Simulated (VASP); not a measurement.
Given:

```
Pt3Ti
1.0
    3.95238     0.00000     0.00000
    0.00000     3.95238     0.00000
    0.00000     0.00000     3.95238
Ti Pt
1 3
Direct
  0.00000   0.00000   0.00000
  0.00000   0.50000   0.50000
  0.50000   0.00000   0.50000
  0.50000   0.50000   0.00000
```

The numbers are results of optB88-vdW, VASP's PBE PAW potentials (set 64) (plane waves; VASP), not measurements. Settings: 520 eV cut-off, 9×9×9 Γ-centred mesh, tetrahedra with Blöchl corrections, potentials Ti_sv Pt.

The cores are frozen, which limits the accuracy of field gradients.

Q: Give the principal components of the electric field gradient (V/Å²) and the asymmetry η at each nucleus.

A: 
```json
[
 {"atom": "Ti1", "Vxx": "0.0", "Vyy": "0.0", "Vzz": "0.0", "η": "-"},
 {"atom": "Pt2", "Vxx": "32.0", "Vyy": "32.0", "Vzz": "-64.1", "η": "0.00"},
 {"atom": "Pt3", "Vxx": "32.0", "Vyy": "32.0", "Vzz": "-64.1", "η": "0.00"},
 {"atom": "Pt4", "Vxx": "32.0", "Vyy": "32.0", "Vzz": "-64.1", "η": "0.00"}
]
```

The compound is Pt3Ti in the L1_2 structure. It was relaxed first.
